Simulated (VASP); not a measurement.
Data:

```
CELL_PARAMETERS angstrom
      3.10089     0.00000     0.00000
     -1.55044     2.68545     0.00000
      0.00000     0.00000     5.52674
ATOMIC_POSITIONS crystal
  V  0.00000 0.00000 0.00000
  S  0.66667 0.33333 0.73672
  S  0.33333 0.66667 0.26328
```

Computed with LDA (Ceperley-Alder, Perdew-Zunger), VASP's LDA PAW potentials (set 64) (plane waves; VASP). Settings: 400 eV cut-off, 13×13×6 Γ-centred mesh, tetrahedra with Blöchl corrections, potentials V_sv S.

**Question.** Estimate the energy per atom (σ→0), band gap (on the k-mesh) with the smallest direct gap where there is one.

**Answer.** 
```
Quantity                                                     Value
------------------------  ----------------------------------------
band gap (on the k-mesh)  none (metal, semimetal or under 0.01 eV)
energy per atom (σ→0)                               -7.408 eV/atom
```

The structure comes from a computed database's VS2 entry (P-3m1); how it stands against other phases isn't given here. It was relaxed first, which changed the volume by -16 %. The run is not spin-polarised, so no magnetic state was tried. The electron count is odd and the run is not spin-polarised, which forces a metal.
